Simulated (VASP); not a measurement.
These are LDA (Ceperley-Alder, Perdew-Zunger), VASP's LDA PAW potentials (set 64) (plane waves; VASP) values and carry that method's errors.

VASP input:

### INCAR
```
NELM = 100   # most electronic steps
ISMEAR = -1   # Fermi-Dirac
LREAL = .FALSE.   # projection in real space or not
PREC = Accurate
ALGO = Normal
EDIFF = 1E-6   # SCF stop (eV)
ENCUT = 300   # plane-wave cut-off (eV)
LMAXMIX = 4   # l cut-off of mixed one-centre charges
ISIF = 2   # forces and stress, cell fixed
SIGMA = 0.01
SYSTEM = CuI
LWAVE = .FALSE.
LASPH = .TRUE.   # aspherical one-centre terms
LCHARG = .FALSE.
```

**POSCAR**
```
CuI
4.2779960
  0.0000000000   0.7071067855   0.7071067855
  0.7071067855   0.0000000000   0.7071067855
  0.7071067855   0.7071067855   0.0000000000
Cu I
1 1
Cart
  0.0000000000   0.0000000000   0.0000000000
  0.3535533928   0.3535533928   0.3535533928
```

### KPOINTS
```
Automatic mesh
0
Gamma
5 5 5
0 0 0
```

POTCAR, in this order: Cu I (LDA.64 set). Program: vasp_std.

The run wrote:

OSZICAR:
```
       N       E                     dE             d eps       ncg     rms          rms(c)
DAV:   1     0.872169559317E+02    0.87217E+02   -0.58089E+03   260   0.962E+02
DAV:   2    -0.123460283260E+01   -0.88452E+02   -0.81261E+02   260   0.222E+02
DAV:   3    -0.696906279780E+01   -0.57345E+01   -0.56539E+01   360   0.648E+01
DAV:   4    -0.717664835531E+01   -0.20759E+00   -0.20747E+00   297   0.119E+01
DAV:   5    -0.718296565024E+01   -0.63173E-02   -0.63169E-02   361   0.206E+00    0.545E+00
DAV:   6    -0.709190359144E+01    0.91062E-01   -0.40636E+00   276   0.554E+01    0.349E+00
DAV:   7    -0.692373893819E+01    0.16816E+00   -0.89375E-01   275   0.332E+01    0.170E+00
DAV:   8    -0.692330845856E+01    0.43048E-03   -0.65117E-02   389   0.441E+00    0.519E-01
DAV:   9    -0.691928382403E+01    0.40246E-02   -0.13350E-02   311   0.346E+00    0.285E-01
DAV:  10    -0.691928016738E+01    0.36567E-05   -0.66229E-04   334   0.186E-01    0.215E-01
DAV:  11    -0.691905327039E+01    0.22690E-03   -0.17018E-03   318   0.133E+00    0.379E-02
DAV:  12    -0.691905323025E+01    0.40143E-07   -0.21926E-04   379   0.256E-01    0.440E-02
DAV:  13    -0.691905312862E+01    0.10163E-06   -0.19840E-06   250   0.183E-02
   1 F= -.69190531E+01 E0= -.69190531E+01  d E =-.182571E-12
```

OUTCAR:
```
------------------------ aborting loop because EDIFF is reached ----------------------------------------
  FORCE on cell =-STRESS in cart. coord.  units (eV):
  Direction    XX          YY          ZZ          XY          YZ          ZX
  --------------------------------------------------------------------------------------
  Total       -1.5347282     -1.5347282     -1.5347282      0.0000000     -0.0000000     -0.0000000
  in kB      -44.4156398    -44.4156398    -44.4156398      0.0000000     -0.0000000     -0.0000000
  external PRESSURE =     -44.4156398 kB  Pullay stress =       0.0000000 kB
  volume of cell :       55.36
      direct lattice vectors                 reciprocal lattice vectors
     0.000000000  3.025000000  3.025000000    -0.165289256  0.165289256  0.165289256
     3.025000000  0.000000000  3.025000000     0.165289256 -0.165289256  0.165289256
     3.025000000  3.025000000  0.000000000     0.165289256  0.165289256 -0.165289256
  FREE ENERGIE OF THE ION-ELECTRON SYSTEM (eV)
  ---------------------------------------------------
  free  energy   TOTEN  =        -6.9190531286 eV

  energy  without entropy=       -6.9190531286  energy(sigma->0) =       -6.91905313
```
(Selected blocks of OUTCAR.)

At this cut-off the stress carries a Pulay error, which pulls relaxed volumes low.

The structure is a typed CuI crystal (F-43m). The cell was not relaxed at this level. The run is one of a series of settings (GGA removed, POTCAR Cu I (LDA.64 set) against the base run), some of them coarse on purpose.
